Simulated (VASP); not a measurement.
Here is the system:

```yaml
crystal:
  lattice:
    - [2.04713, -3.54574, 0.00000]
    - [2.04713, 3.54574, 0.00000]
    - [0.00000, 0.00000, 5.40378]
  atoms:
    - { symbol: Te, position: [0.33333, 0.66667, 0.25286] }
    - { symbol: Te, position: [0.66667, 0.33333, 0.74714] }
    - { symbol: Pt, position: [0.00000, 0.00000, 0.00000] }
```

These are PW91 GGA, VASP's PBE PAW potentials (set 64) (plane waves; VASP 6.6.1) values and carry that method's errors. Run with 520 eV cut-off, 10×10×7 Γ-centred mesh, tetrahedra with Blöchl corrections, potentials Te Pt.

The cores are frozen, which limits the accuracy of field gradients.

**Question.** Give the principal components of the electric field gradient (V/Å²) and the asymmetry η at each nucleus.

**Answer.** 
```csv
atom,Vxx,Vyy,Vzz,η
Te1,4.7,4.7,-9.4,0.00
Te2,4.7,4.7,-9.4,0.00
Pt3,-57.0,-57.0,114.1,0.00
```

The compound is PtTe2 in the 1T layered structure. It was relaxed first, which changed the volume by +7 %.
